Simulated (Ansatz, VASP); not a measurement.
## AlN in two plane-wave programs

Aim: how closely do two programs agree when they are given the same cell, functional and k mesh? Of the first pair: The cell is taken from a series of runs on this material, whose earlier steps may have relaxed, scaled, displaced or heated it; both programs get it as it stands.

Calculated with Ansatz 0.2.0; plane waves, with VASP 6.6.1 beside it; relaxation of cell and atoms at PBE with D3(BJ), relaxation of cell and atoms at BLYP with D3(BJ) and elastic constants at LDA.

## Step 1: Set-up

The structure is hexagonal, space group P6_3mc (No. 186). Conventional cell: a = 3.113 Å, b = 3.113 Å, c = 4.981 Å, α = 90.00°, β = 90.00°, γ = 120.00°. Nearest to Al lie 4 N at 1.89 Å. Nearest to N lie 4 Al at 1.89 Å. Farther neighbours and most contacts between anions are not listed.

## Step 2: Ansatz: relaxation of cell and atoms, PBE with D3(BJ)

Ansatz runs on its default PAW (the set named soft_2) files.

The relaxed volume is the usual yardstick between codes: in a stiff, nearly cubic crystal its relative difference is about their pressure difference at one cell divided by the bulk modulus.

input.yaml reads:

```yaml
crystal:
  lattice:
    - [3.113, 0.0, 0.0]
    - [-1.5565, 2.695937082, 0.0]
    - [0.0, 0.0, 4.981]
  atoms:
    - { symbol: Al, position: [0.3333333333, 0.6666666667, 0.0] }
    - { symbol: Al, position: [0.6666666667, 0.3333333333, 0.5] }
    - { symbol: "N", position: [0.3333333333, 0.6666666667, 0.38] }
    - { symbol: "N", position: [0.6666666667, 0.3333333333, 0.88] }
kpoints:
  mp_grid: { grid: [9, 9, 4] }
hamiltonian:
  xc: pbe
  dispersion: d3bj
scf:
  occupations: { method: gaussian, width: 0.02 }
output:
  forces: true
  stress: true
  eigenvalues: true
relax:
  adjacent_minimum: "off"
  f_tol: 0.005
  max_steps: 60
  cell: { stress_tol: 0.03 }
```

Started as:

```sh
$ ansatz run input.yaml --threads 4 --pin off --max-ram 8192MiB --backend cpu --events-out ev --progress --plain --runs-dir out
```

Numbers of over 12 decimals in the logs are rounded to 6 here.

Log:

```text
Engine: ansatz 0.2.0, aarch64-unknown-linux-gnu
Pseudopotentials: kind: paw
Pseudopotential: Al, paw, valence charge 3, recommended cutoff 420 eV (normal), Al.paw.azcp
Pseudopotential: N, paw, valence charge 5, recommended cutoff 420 eV (normal), N.paw.azcp
Functional definition: PBE
  parameter kappa = 0.804
  parameter beta = 0.066725
  exchange = pbe_x(kappa = kappa, mu = beta*pi^2/3)
  correlation = pbe_c(beta = beta)
Crystal: 4 atoms, lattice volume = 41.803 Å³
Basis set: ecut = 420 eV, 809 PW (Γ), exchange–correlation on 48×48×72 points (8 copies of the dense FFT grid, shifted against one another)
Bands: 12, of which v1, the nominal top of the filled ones, is band 8 counted from 1 (7 counted from 0)
Symmetry: 12 space group operations
Space group: P63mc (ITA 186), of the structure as read, at distance tolerance 3.5e-5 Å
k-points: 36 of 324 (time reversal used)
Non-local potential: Al, projectors of the file, l = 0: 2, l = 1: 2, l = 2: 1
Non-local potential: N, projectors of the file, l = 0: 2, l = 1: 2, l = 2: 1
PAW form: soft (Blöchl's): semilocal exchange-correlation on the pseudo side does not see the compensation charge
PAW one-centre angular grid: Al, 110 points (default); XC on 64 Gauss nodes
PAW one-centre angular grid: N, 110 points (default); XC on 64 Gauss nodes
Initial density: superposition of atomic densities (neutral atoms: chi_scale 0, normalization atom), corrected by the library's trained network
Initial wavefunctions: pseudopotential atomic-orbital guess
Functional: x = pbe(κ = 0.804, μ = 0.219515), c = pbe(β = 0.066725)
SCF iter   1: F=—  HF=-1849.571203 eV  |F-HF|=—  |Δ(HF+E_count)|=         —  Δρ=8.33e-4  dr2=1.43e-4  ethr=1.77e-3  ⟨swp⟩=6.2  Hψ=2925  notcnv=0
preconditioner: auto → none  [insulator: Δε(μ)=4.209 eV  Ē_g=13.123 eV  σ=0.020 eV  W_gap=1.00  n_scr=2 (ndim 8)  ℏωp=23.0 eV  f_vac=0.000  D(μ)=0.00/eV (n_scr^D=0)  ε∞_Penn≈4.1]
SCF iter   2: F=—  HF=-1849.571532 eV  |F-HF|=—  |Δ(HF+E_count)|=   3.29e-4  Δρ=3.98e-4  dr2=2.04e-5  ethr=8.95e-7  ⟨swp⟩=2.2  Hψ=1037  notcnv=0
SCF iter   3: F=—  HF=-1849.571390 eV  |F-HF|=—  |Δ(HF+E_count)|=   1.42e-4  Δρ=7.09e-5  dr2=7.84e-7  ethr=1.27e-7  ⟨swp⟩=2.4  Hψ=709  notcnv=0
iter 4 did not close the SCF: its close was put off for the readings that it lacked (scf_convergence_deferred on its scf_iter line)
SCF iter   4: F=-1849.571392 eV  HF=-1849.571392 eV  |F-HF|=1.09e-8  |Δ(HF+E_count)|=   2.56e-6  Δρ=8.99e-6  dr2=1.40e-8  ethr=4.90e-9  ⟨swp⟩=2.0  Hψ=705  notcnv=0
iter 5 did not close the SCF: its close was put off for the readings that it lacked (scf_convergence_deferred on its scf_iter line)
SCF iter   5: F=-1849.571392 eV  HF=-1849.571392 eV  |F-HF|=4.01e-10  |Δ(HF+E_count)|=   1.29e-8  Δρ=1.73e-6  dr2=6.09e-10  ethr=8.76e-11  ⟨swp⟩=2.4  Hψ=715  notcnv=0
SCF iter   6: F=-1849.571392 eV  HF=-1849.571392 eV  |F-HF|=7.28e-12  |Δ(HF+E_count)|=  1.77e-10  Δρ=1.79e-7  dr2=5.26e-12  ethr=3.81e-12  ⟨swp⟩=1.1  Hψ=1277  notcnv=0
SCF 1 converged in 6 iterations: F = -1849.571392 eV  dr2 = 5.26e-12
  greatest PAW one-centre occupation: 0.788 electrons in one spin orbital (limit 2), on the N atom at site 3 (counted from 0), in its partial waves of l = 0
relax step   1: F+E_penalty+E_count = -1849.57139248 eV  Δ(F+E_penalty+E_count) = +0.000e0 eV  max|allowed force component| = 1.284e-1 eV/Å  Δτ_max = 0.0000 Å  P = -0.529 GPa  Ω = 41.803 Å³  (6 SCF iters, dr2 threshold 1.00e-7 eV, accepted)
[...]
relax step   3: F+E_penalty+E_count = -1849.57321615 eV  Δ(F+E_penalty+E_count) = -9.094e-4 eV  max|allowed force component| = 3.028e-3 eV/Å  Δτ_max = 0.0033 Å  P = -0.007 GPa  Ω = 41.691 Å³  energy of the carried Pulay correction = +3.480e-4 eV  (6 SCF iters, dr2 threshold 4.00e-7 eV, accepted)
[...]
relax step   4: F+E_penalty+E_count = -1849.57324265 eV  Δ(F+E_penalty+E_count) = -2.650e-5 eV  max|allowed force component| = 5.303e-4 eV/Å  Δτ_max = 0.0003 Å  P = +0.019 GPa  Ω = 41.684 Å³  energy of the carried Pulay correction = +3.681e-4 eV  (6 SCF iters, dr2 threshold 1.43e-8 eV, accepted)
[...]
relax step   5: F+E_penalty+E_count = -1849.57281638 eV  Δ(F+E_penalty+E_count) = +4.263e-4 eV  max|allowed force component| = 5.796e-4 eV/Å  Δτ_max = 0.0000 Å  P = +0.003 GPa  Ω = 41.684 Å³  stress off target by 3.22e-3 GPa  SCF on the basis re-selected at this cell (its energy is not comparable with the rows above)  (8 SCF iters)
basis re-selected at this cell: Δ(F+E_penalty+E_count) = +4.263e-4 eV, ΔP = -0.016 GPa vs the last step (what re-selecting the basis moved, of the pressure what is left beyond the Pulay correction that the steps carried, after the strain that the cell walked since its last selection, with what the two solves' SCF thresholds leave and, on support functions, any second-order correction that the steps lacked; it is no m [...]
SCF converged after 8 iterations
Free energy (F): -1849.572816 eV
Harris-Foulkes:  -1849.572816 eV  (|F-HF|=0.00e0)
Internal energy: -1849.572816 eV  (E = F + TS)
E sigma→0 (E₀):  -1849.572816 eV
Fermi energy:    9.283248 eV
--- Per-component energies (eV) ---
  E_band       = 30.765309
  E_kinetic    = 319.199344
  E_local      = -447.728692  (includes V_loc(G=0)·N_el)
  E_nonlocal   = 110.891671
  E_hartree    = 155.528916
  E_xc         = -203.798130
  E_vxc        = -216.088909  (∫ρ·V_xc dr)
  E_paw        = -1190.358724  (= ΣΔE_a)
  E_vpaw       = -46.566132  (= ΣTr[D̂ρ^β])
  E_aug_tail   = 0.000194  (compensation charges beyond the density's cutoff)
  E_ewald      = -592.230715
  E_disp       = -1.076682  (pairwise vdW)
  E_smearing   = -0.000000  (= −TS)
  E_closure    = 0.000000  (closes the sum)
  Σ components = -1849.572816   (vs F -1849.572816, Δ=0.00e0)
--- Forces (eV/Å), atoms counted from 1 ---
  atom   1  Al    -0.00000000    -0.00000000    -0.00058775
  atom   2  Al     0.00000000     0.00000000    -0.00058775
  atom   3  N     -0.00000000     0.00000000     0.00057155
  atom   4  N      0.00000000     0.00000000     0.00057155
  max |Σ_I F_I| component: 3.24e-5 eV/Å
--- Stress (GPa, compression-positive) ---
        0.002220      -0.000000       0.000000
       -0.000000       0.002220       0.000000
        0.000000       0.000000       0.003222
  P = ⅓ Tr σ = 0.0026 GPa (0.026 kbar)
--- Band table (eV; the first three rows and the last of 36) ---
  k-point 0: bands = [... 4 lower, 6.3090, 6.9573, 6.9573, 7.1777, 11.3888, 13.8557, 17.8024, 18.3466]
  k-point 1: bands = [... 4 lower, 6.3992, 6.3992, 6.8575, 6.8575, 12.3515, 13.9738, 17.4679, 18.3148]
  k-point 2: bands = [... 4 lower, 6.6235, 6.6235, 6.6235, 6.6235, 13.6558, 13.6558, 17.5235, 17.5235]
  k-point 35: bands = [... 4 lower, 3.3127, 3.3127, 6.3833, 6.3833, 14.5993, 14.5993, 15.0135, 15.0135]
--- Relaxed structure (4 steps of the walk, 4 accepted, 1 SCFs on fresh bases) ---
  F+E_penalty+E_count = -1849.57281638 eV   max|allowed force component| = 5.796e-4 eV/Å   (the final SCF, on the basis selected at the relaxed cell)
  cell:  # Å, volume = 41.6845 Å³
    - [3.109356, 1.3487228722900722e-19, 0]
    - [-1.554678, 2.692781, 0]
    - [0, 0, 4.978552]
  atoms:
    - { symbol: Al, position: [0.333333, 0.666667, -0.000937002] }
    - { symbol: Al, position: [0.666667, 0.333333, 0.499063] }
    - { symbol: N, position: [0.333333, 0.666667, 0.380937] }
    - { symbol: N, position: [0.666667, 0.333333, 0.880937] }
```

## Step 3: VASP: relaxation of cell and atoms, PBE with D3(BJ)

The same cell, functional, mesh and smearing now go to VASP, with its own data sets.

Lines of VASP's logs that name or quote its potential files are left out, and so is its time.

INCAR reads:

```
SYSTEM = AlN
PREC = Accurate
ENCUT = 600
EDIFF = 1E-07
NELM = 120
ISMEAR = 0
SIGMA = 0.02
LREAL = .FALSE.
ALGO = Normal
GGA = PE
IVDW = 12
NBANDS = 14
LORBIT = 11
LWAVE = .FALSE.
LCHARG = .FALSE.
ISIF = 3
IBRION = 2
NSW = 80
EDIFFG = -0.005
LASPH = .TRUE.
GGA_COMPAT = .FALSE.
NELMIN = 4
EFERMI = MIDGAP
KPAR = 2
```

POSCAR reads:

```
AlN
1.0
    3.1130000000      0.0000000000      0.0000000000
   -1.5565000000      2.6959370000      0.0000000000
    0.0000000000      0.0000000000      4.9810000000
Al N
2 2
Direct
    0.3333332715      0.6666665430      0.0000000000
    0.6666667285      0.3333334570      0.5000000000
    0.3333332715      0.6666665430      0.3800000000
    0.6666667285      0.3333334570      0.8800000000
```

KPOINTS reads:

```
Automatic mesh
0
Gamma
9 9 4
0 0 0
```

Potentials, in the order of the species: Al and N (PBE family, release 64).

Started as:

```sh
$ mpirun -np 2 vasp_std
```

Log:

```text
[banner, memory and clock lines left out]
running    2 mpi-ranks, on    1 nodes
 distrk:  each k-point on    1 cores,    2 groups
 distr:  one band on    1 cores,    1 groups

 POSCAR found type information on POSCAR AlN
 POSCAR found :  2 types and       4 ions
 LDA part: xc-table for (Slater+PW92), standard interpolation
 POSCAR, INCAR and KPOINTS ok, starting setup
 FFT: planning ... GRIDC
 FFT: planning ... GRID_SOFT
 FFT: planning ... GRID
 WAVECAR not read
 entering main loop
       N       E                     dE             d eps       ncg     rms          rms(c)
DAV:   1     0.533232201893E+02    0.53323E+02   -0.80817E+03  1008   0.114E+03
DAV:   2    -0.302164183004E+02   -0.83540E+02   -0.76550E+02  1446   0.225E+02
DAV:   3    -0.344901432170E+02   -0.42737E+01   -0.42527E+01  1350   0.528E+01
DAV:   4    -0.345214734820E+02   -0.31330E-01   -0.31326E-01  1158   0.513E+00
DAV:   5    -0.345218816144E+02   -0.40813E-03   -0.40810E-03  1380   0.580E-01    0.122E+01
DAV:   6    -0.297537852641E+02    0.47681E+01   -0.13150E+01  1278   0.284E+01    0.419E+00
DAV:   7    -0.297864423172E+02   -0.32657E-01   -0.80781E-01  1122   0.658E+00    0.292E+00
DAV:   8    -0.297796941529E+02    0.67482E-02   -0.76315E-02  1170   0.282E+00    0.537E-01
DAV:   9    -0.297737880748E+02    0.59061E-02   -0.18908E-02  1332   0.102E+00    0.247E-01
DAV:  10    -0.297744951141E+02   -0.70704E-03   -0.34694E-03  1182   0.404E-01    0.154E-01
DAV:  11    -0.297743352217E+02    0.15989E-03   -0.43141E-04  1302   0.164E-01    0.358E-02
DAV:  12    -0.297743386402E+02   -0.34185E-05   -0.17616E-05  1152   0.378E-02    0.948E-03
DAV:  13    -0.297743382609E+02    0.37928E-06   -0.10863E-05  1308   0.267E-02    0.636E-03
DAV:  14    -0.297743382002E+02    0.60749E-07   -0.66312E-07  1248   0.710E-03
   1 F= -.30847643E+02 E0= -.30847643E+02  d E =-.308476E+02
[...]
2 F= -.30847908E+02 E0= -.30847908E+02  d E =-.265038E-03
[...]
3 F= -.30849422E+02 E0= -.30849422E+02  d E =-.177961E-02
[...]
4 F= -.30849501E+02 E0= -.30849501E+02  d E =-.786424E-04
[...]
5 F= -.30849520E+02 E0= -.30849520E+02  d E =-.972999E-04
[...]
6 F= -.30849522E+02 E0= -.30849522E+02  d E =-.210060E-05
 trial-energy change:   -0.000002  1 .order   -0.000003   -0.000030    0.000023
 step:   0.5536(harm=  0.5853)  dis= 0.00026  next Energy=   -30.849527 (dE=-0.773E-05)
 bond charge predicted
       N       E                     dE             d eps       ncg     rms          rms(c)
DAV:   1    -0.297709218741E+02    0.40538E-03   -0.55183E-04  1020   0.195E-01    0.157E-02
DAV:   2    -0.297709166549E+02    0.52192E-05   -0.16434E-05  1206   0.345E-02    0.540E-03
DAV:   3    -0.297709165312E+02    0.12372E-06   -0.16986E-06  1188   0.101E-02    0.172E-03
DAV:   4    -0.297709165240E+02    0.72159E-08   -0.13912E-07   690   0.343E-03
   7 F= -.30849527E+02 E0= -.30849527E+02  d E =-.765088E-05
 curvature:  -0.36 expect dE=-0.305E-07 dE for cont linesearch -0.785E-08
 trial: gam=-0.02648 g(F)=  0.594E-07 g(S)=  0.255E-07 ort = 0.876E-06 (trialstep = 0.947E+00)
 search vector abs. value=  0.632E-07
 reached required accuracy - stopping structural energy minimisation
```

From OUTCAR (step 3):

```text
ion  position               nearest neighbor table
   1  0.333  0.667  0.000-   3 1.89   4 1.89   4 1.89   4 1.89   2 3.07   2 3.07   2 3.07   2 3.07
                             2 3.07   2 3.07
   2  0.667  0.333  0.500-   4 1.89   3 1.89   3 1.89   3 1.89   1 3.07   1 3.07   1 3.07   1 3.07
                             1 3.07   1 3.07
   3  0.333  0.667  0.380-   1 1.89   2 1.89   2 1.89   2 1.89
   4  0.667  0.333  0.880-   2 1.89   1 1.89   1 1.89   1 1.89

  LATTYP: Found a hexagonal cell.
 ALAT       =     3.1130000000
 C/A-ratio  =     1.6000642467

 Subroutine GETGRP returns: Found 12 space group operations
 (whereof  6 operations were pure point group operations)

The static configuration has the point symmetry C_3v.
 The point group associated with its full space group is C_6v.

 Found     36 irreducible k-points:

   k-points           NKPTS =     36   k-points in BZ     NKDIM =     36   number of bands    NBANDS=     14

   dimension x,y,z NGX =    28 NGY =   28 NGZ =   40
   dimension x,y,z NGXF=    56 NGYF=   56 NGZF=   80

   ENCUT  =  600.0 eV  44.10 Ry    6.64 a.u.   6.22  6.22  9.95*2*pi/ulx,y,z

   NELECT =      16.0000    total number of electrons

 k-points in reciprocal lattice and weights: Automatic mesh
   0.00000000  0.00000000  0.00000000       0.003
   0.11111111 -0.00000000  0.00000000       0.019
   0.22222222 -0.00000000  0.00000000       0.019
   0.33333333  0.00000000  0.00000000       0.019
   0.44444444 -0.00000000  0.00000000       0.019
   0.11111111  0.11111111  0.00000000       0.019
   0.22222222  0.11111111  0.00000000       0.037
   0.33333333  0.11111111  0.00000000       0.037
   0.44444444  0.11111111  0.00000000       0.019
[...]
0.33333333  0.22222222  0.50000000       0.037
   0.33333333  0.33333333  0.50000000       0.006

 Edisp (eV)   -1.07819

 average (electrostatic) potential at core
       1 -71.6106       2 -71.6106       3 -59.8828       4 -59.8828

 E-fermi :   8.3149

 k-point     1 :       0.0000    0.0000    0.0000
  band No.  band energies     occupation
    ...
      4       5.3239      2.00000
      5       5.3240      2.00000
      6       5.9751      2.00000
      7       5.9751      2.00000
      8       6.1950      2.00000
      9      10.4347      0.00000
     10      12.8873      0.00000
     11      16.8396      0.00000
     12      17.3714      0.00000
     13      17.3714      0.00000
    ...

 k-point     2 :       0.1111   -0.0000    0.0000
  band No.  band energies     occupation
    ...
      4       4.6195      2.00000
      5       5.1261      2.00000
      6       5.2983      2.00000
      7       5.9475      2.00000
      8       6.1240      2.00000
      9      11.1190      0.00000
     10      13.4950      0.00000
     11      16.1789      0.00000
     12      16.4415      0.00000
     13      17.8229      0.00000
    ...

 k-point     3 :       0.2222   -0.0000    0.0000
  band No.  band energies     occupation
    ...
      4       3.1169      2.00000
      5       4.0421      2.00000
      6       4.7196      2.00000
      7       5.8176      2.00000
      8       5.8615      2.00000
      9      12.2290      0.00000
     10      13.9954      0.00000
     11      14.5985      0.00000
     12      16.0674      0.00000
     13      18.0024      0.00000
    ...

 Edisp (eV)   -1.07861

  Total      -0.00054    -0.00054     0.00124     0.00000     0.00000    -0.00000
  in kB      -0.02080    -0.02080     0.04763     0.00000     0.00000    -0.00000
  external pressure =        0.00 kB  Pullay stress =        0.00 kB

  energy-cutoff  :      600.00
  volume of cell :       41.60
      direct lattice vectors                 reciprocal lattice vectors
     3.107220151 -0.000000000  0.000000000     0.321831075  0.185809263 -0.000000000
    -1.553610076  2.690931505 -0.000000000    -0.000000000  0.371618526  0.000000000
     0.000000000 -0.000000000  4.975706992    -0.000000000  0.000000000  0.200976465

 POSITION                                       TOTAL-FORCE (eV/Angst)
 -----------------------------------------------------------------------------------
      0.00000      1.79395      4.97109        -0.000000      0.000000     -0.000555
      1.55361      0.89698      2.48323         0.000000      0.000000     -0.000555
      0.00000      1.79395      1.89539        -0.000000     -0.000000      0.000555
      1.55361      0.89698      4.38324         0.000000      0.000000      0.000555
 -----------------------------------------------------------------------------------
    total drift:                               -0.000000     -0.000219     -0.000341

  FREE ENERGIE OF THE ION-ELECTRON SYSTEM (eV)
  ---------------------------------------------------
  free  energy   TOTEN  =       -30.8495272855 eV

  energy  without entropy=      -30.8495272855  energy(sigma->0) =      -30.84952729

 reached required accuracy - stopping structural energy minimisation

 total charge
# of ion       s       p       d       tot
------------------------------------------
    1        0.369   0.443   0.000   0.812
    2        0.369   0.443   0.000   0.812
    3        1.220   2.636   0.000   3.856
    4        1.220   2.636   0.000   3.856
--------------------------------------------------
tot          3.179   6.157   0.000   9.335

[... 3 further parts left out ...]
```

CONTCAR:

```
AlN
   1.00000000000000
     3.1072201512743818   -0.0000000000000000    0.0000000000000000
    -1.5536100756371909    2.6909315046309952   -0.0000000000000000
     0.0000000000000000   -0.0000000000000000    4.9757069924421540
  Al              N
     2     2
Direct
     0.3333332715000026    0.6666665429999981    0.9990713943208700
     0.6666667284999974    0.3333334570000019    0.4990713943208700
     0.3333332715000026    0.6666665429999981    0.3809286056791326
     0.6666667284999974    0.3333334570000019    0.8809286056791326
```

The run keeps the 12 symmetry operations of its start, so it cannot find a distortion of lower symmetry.

## Step 4: Comparison

Known differences besides the potentials themselves: the cutoff is 420 eV in Ansatz and 600 eV in VASP; Ansatz adds a Pulay correction to the stress that steers its cell, VASP none. Total energies have different zeros and are not compared.

Compared:

```tsv
quantity	Ansatz	VASP	difference
volume (Å³)	41.68	41.60	+0.19 %
edge a after relaxation, in the typed setting (Å)	3.109	3.107	+0.07 %
edge c after relaxation, in the typed setting (Å)	4.979	4.976	+0.06 %
```

(Continued in part 2 of 2.)

[Lines on the potential files, build, host, timing and source positions are cut from VASP's logs without a mark.]

[Logs are printed without paths, hosts, clocks, repeated set-up lines and the standing remarks that a program may print on its own settings, such as how far it seeks lower states.]

[Hosts, paths, dates, database ids (printed as entryN), source tags and the programs' standing remarks are cut or masked in the printed files.]
